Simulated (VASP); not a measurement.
```
CELL_PARAMETERS angstrom
      0.00000     2.23890     2.23890
      2.23890     0.00000     2.23890
      2.23890     2.23890     0.00000
ATOMIC_POSITIONS crystal
  Nb 0.00000 0.00000 0.00000
  N  0.50000 0.50000 0.50000
```

The base run (VASP): PBE GGA, plane waves, VASP's PBE PAW potentials (set 64). Settings: 520 eV cut-off, 13×13×13 Γ-centred mesh, first-order Methfessel-Paxton smearing of 0.10 eV, potentials Nb_sv N.

One setting is varied; ΔE counts from the base run. The base run took about 10 core-seconds. Times come from single runs on busy shared machines, so they are rough: good to a factor of about 2.

Pressures at a finite cut-off, here 520 eV, hold a Pulay part, which wasn't tested here.

| setting | cost over the base run | electronic steps | ΔE (meV/atom) | pressure (GPa) |
|---|---|---|---|---|
| SYMPREC = 1E-3 | within a factor of 2 | 13 | 0.0 | -11.40 |
| base run | reference | 13 | 0.0 | -11.40 |
| ISYM = 1 | within a factor of 2 | 13 | 0.0 | -11.40 |
| ISYM = 0 | about 10 times | 13 | 0.0 | -11.40 |
| ISYM = -1 | (withheld) | 13 | 0.0 | -11.40 |

Task: Complete the blanks.

Result: 
- ISYM = -1, cost over the base run: about 20 times

Left out are runs that failed, have no time on record or changed the cell.

The compound is NbN in the rock salt structure, the cubic δ form, which competes with hexagonal ones. The cell was not relaxed at this level.
